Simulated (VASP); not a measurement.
Computed with HSE06 screened hybrid (exact exchange on a k-mesh reduced by 3x3x3), VASP's PBE PAW potentials (set 64) (plane waves; VASP).

VASP ran on this input.

File POSCAR:
```
Si
1
    0.0000000000     2.7342686751     2.7342686751
    2.7342686751     0.0000000000     2.7342686751
    2.7342686751     2.7342686751     0.0000000000
Si
2
Direct
  0.0000000000   0.0000000000   0.0000000000
  0.2500000000   0.2500000000   0.2500000000
```

KPOINTS:
```
Automatic mesh
0
Gamma
12 12 12
0 0 0
```

### INCAR
```
GGA  =  PE   ! PBE
ALGO  =  Normal   ! blocked Davidson
PREC  =  Normal
HFSCREEN  =  0.2
NKREDX  =  3
NELMIN  =  4
LASPH  =  .True.   ! aspherical one-centre terms
ISYM  =  3
LHFCALC  =  .True.
NKREDY  =  3
SYSTEM  =  Si
LCHARG  =  .False.
NKREDZ  =  3
ENCUT  =  400   ! plane-wave cut-off (eV)
ISMEAR  =  0   ! Gaussian
SIGMA  =  0.05
LWAVE  =  .False.
LREAL  =  .False.
EDIFF  =  1E-5   ! SCF stop (eV)
ISIF  =  0
PRECFOCK  =  Fast
NELM  =  50
AEXX  =  0.25
```

POTCAR, in this order: Si (PBE.64 set). Program: vasp_std. Read from the step before: WAVECAR.

The resulting files:

File OSZICAR:
```
       N       E                     dE             d eps       ncg     rms          rms(c)
DAV:   1    -0.125848962956E+02   -0.12585E+02   -0.41159E-01  1192   0.504E+00    0.345E+00
DAV:   2    -0.125873092810E+02   -0.24130E-02   -0.68049E-03  1688   0.729E-01    0.225E+00
DAV:   3    -0.125868239740E+02    0.48531E-03   -0.27551E-04  1680   0.115E-01    0.130E+00
DAV:   4    -0.125866307675E+02    0.19321E-03   -0.51422E-05  1656   0.534E-02    0.746E-01
DAV:   5    -0.125865629882E+02    0.67779E-04   -0.18143E-05  1264   0.322E-02    0.429E-01
DAV:   6    -0.125865406122E+02    0.22376E-04   -0.73101E-06   928   0.207E-02    0.245E-01
DAV:   7    -0.125865325632E+02    0.80490E-05   -0.30342E-06   808   0.137E-02
   1 F= -.12586533E+02 E0= -.12586533E+02  d E =-.567262E-12
```

OUTCAR:
```
------------------------ aborting loop because EDIFF is reached ----------------------------------------
  volume of cell :       40.88
      direct lattice vectors                 reciprocal lattice vectors
     0.000000000  2.734268675  2.734268675    -0.182864253  0.182864253  0.182864253
     2.734268675  0.000000000  2.734268675     0.182864253 -0.182864253  0.182864253
     2.734268675  2.734268675  0.000000000     0.182864253  0.182864253 -0.182864253
 POSITION                                       TOTAL-FORCE (eV/Angst)
 -----------------------------------------------------------------------------------
      0.00000      0.00000      0.00000        -0.000000     -0.000000     -0.000000
      1.36713      1.36713      1.36713         0.000000      0.000000      0.000000
 -----------------------------------------------------------------------------------
    total drift:                               -0.000000      0.000000      0.000000
  FREE ENERGIE OF THE ION-ELECTRON SYSTEM (eV)
  ---------------------------------------------------
  free  energy   TOTEN  =       -12.5865325632 eV

  energy  without entropy=      -12.5865325632  energy(sigma->0) =      -12.58653256

  exchange ACFDT corr.  =         0.00000000  see jH, gK, PRB 81, 115126
```
(Selected blocks of OUTCAR.)

File OUTCAR:
```
 val. band max:        5.2098305502   @ k =   0.0000   0.0000   0.0000

 cond. band min:       6.4717242686   @ k =   0.4167   0.4167   0.0000


 Fermi energy:         5.4235693970

 k-point     1 :       0.0000    0.0000    0.0000
  band No.  band energies     occupation
      1      -7.8885      2.00000
      2       5.2098      2.00000
      3       5.2098      2.00000
      4       5.2098      2.00000
      5       8.5996      0.00000
      6       8.5996      0.00000
      7       8.5996      0.00000
      8       9.3598      0.00000

 k-point     2 :       0.0833    0.0000    0.0000
  band No.  band energies     occupation
      1      -7.7899      2.00000
      2       4.3604      2.00000
      3       5.0735      2.00000
      4       5.0735      2.00000
      5       8.6323      0.00000
      6       8.8046      0.00000
      7       8.8046      0.00000
      8      10.0398      0.00000

 k-point     3 :       0.1667    0.0000    0.0000
  band No.  band energies     occupation
      1      -7.5023      2.00000
      2       2.7568      2.00000
      3       4.7631      2.00000
      4       4.7631      2.00000
      5       8.3470      0.00000
      6       9.2561      0.00000
      7       9.2561      0.00000
      8      11.5126      0.00000

 k-point     4 :       0.2500    0.0000    0.0000
  band No.  band energies     occupation
      1      -7.0183      2.00000
      2       0.9971      2.00000
      3       4.4195      2.00000
      4       4.4195      2.00000
      5       7.9831      0.00000
      6       9.5900      0.00000
      7       9.5900      0.00000
      8      13.0829      0.00000

 k-point     5 :       0.3333    0.0000    0.0000
  band No.  band energies     occupation
      1      -6.3808      2.00000
      2      -0.5798      2.00000
      3       4.1460      2.00000
      4       4.1460      2.00000
      5       7.7018      0.00000
      6       9.5983      0.00000
      7       9.5983      0.00000
...
```

Exact exchange is summed on a reduced mesh (NKRED).

The compound is Si in the diamond structure. It was relaxed first. The cell's shape comes from a PBE relaxation.
